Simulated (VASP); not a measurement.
Output of a VASP run:

### OSZICAR
```
       N       E                     dE             d eps       ncg     rms          rms(c)
DAV:   1     0.727001025929E+02    0.72700E+02   -0.79659E+03   528   0.159E+03
DAV:   2    -0.298699695884E+01   -0.75687E+02   -0.73459E+02   590   0.287E+02
DAV:   3    -0.832249043442E+01   -0.53355E+01   -0.53112E+01   650   0.686E+01
DAV:   4    -0.841249702619E+01   -0.90007E-01   -0.89951E-01   592   0.990E+00
DAV:   5    -0.841403157773E+01   -0.15346E-02   -0.15345E-02   610   0.110E+00    0.275E+00
DAV:   6    -0.827818974699E+01    0.13584E+00   -0.25908E-01   791   0.911E+00    0.165E+00
DAV:   7    -0.826225376311E+01    0.15936E-01   -0.65996E-02   672   0.198E+00    0.559E-01
DAV:   8    -0.826311568620E+01   -0.86192E-03   -0.10073E-02   595   0.138E+00    0.892E-02
DAV:   9    -0.826352488106E+01   -0.40919E-03   -0.10835E-03   634   0.482E-01    0.569E-02
DAV:  10    -0.826359147536E+01   -0.66594E-04   -0.78834E-05   637   0.915E-02    0.306E-02
DAV:  11    -0.826364856821E+01   -0.57093E-04   -0.90632E-05   560   0.797E-02    0.424E-03
DAV:  12    -0.826364893445E+01   -0.36624E-06   -0.14783E-06   476   0.187E-02
   1 F= -.82636489E+01 E0= -.82635929E+01  d E =-.112020E-03
```

### OUTCAR
```
------------------------ aborting loop because EDIFF is reached ----------------------------------------
  FORCE on cell =-STRESS in cart. coord.  units (eV):
  Direction    XX          YY          ZZ          XY          YZ          ZX
  --------------------------------------------------------------------------------------
  Total       -0.1813872     -0.1813872     -0.1813872      0.0000000      0.0000000      0.0000000
  in kB       -6.0733924     -6.0733924     -6.0733924      0.0000000      0.0000000      0.0000000
  external PRESSURE =      -6.0733924 kB  Pullay stress =       0.0000000 kB
  volume of cell :       47.85
      direct lattice vectors                 reciprocal lattice vectors
     0.000000000  2.881500000  2.881500000    -0.173520736  0.173520736  0.173520736
     2.881500000  0.000000000  2.881500000     0.173520736 -0.173520736  0.173520736
     2.881500000  2.881500000  0.000000000     0.173520736  0.173520736 -0.173520736
  FREE ENERGIE OF THE ION-ELECTRON SYSTEM (eV)
  ---------------------------------------------------
  free  energy   TOTEN  =        -8.2636489345 eV

  energy  without entropy=       -8.2635369145  energy(sigma->0) =       -8.26359292
```
(Selected blocks of OUTCAR.)

File POSCAR:
```
GaAs
1
    0.0000000000     2.8815000000     2.8815000000
    2.8815000000     0.0000000000     2.8815000000
    2.8815000000     2.8815000000     0.0000000000
Ga As
1 1
Direct
  0.0000000000   0.0000000000   0.0000000000
  0.2500000000   0.2500000000   0.2500000000
```

Reconstruct the remaining input files.

One answer among several that fit: the input of the run itself, PBE GGA, plane waves, VASP's PBE PAW potentials (set 64).

KPOINTS:
```
Regular mesh
0
gamma
7 7 7
0 0 0
```

**INCAR**
```
! general
SYSTEM  = GaAs
PREC    = Accurate
ENCUT   = 400
LREAL   = .FALSE.
LASPH   = .TRUE.

! electronic loop
EDIFF   = 1E-6
NELM    = 100
ALGO    = Normal
LMAXMIX = 4

! smearing
ISMEAR  = 0
SIGMA   = 0.05

! functional
GGA     = PE

! ions
ISIF    = 2

! output
LWAVE   = .FALSE.
LCHARG  = .FALSE.
```

POTCAR, in this order: Ga_d As (PBE.64 set). Program: vasp_std.

The compound is GaAs in the zinc blende structure. The cell was not relaxed at this level.
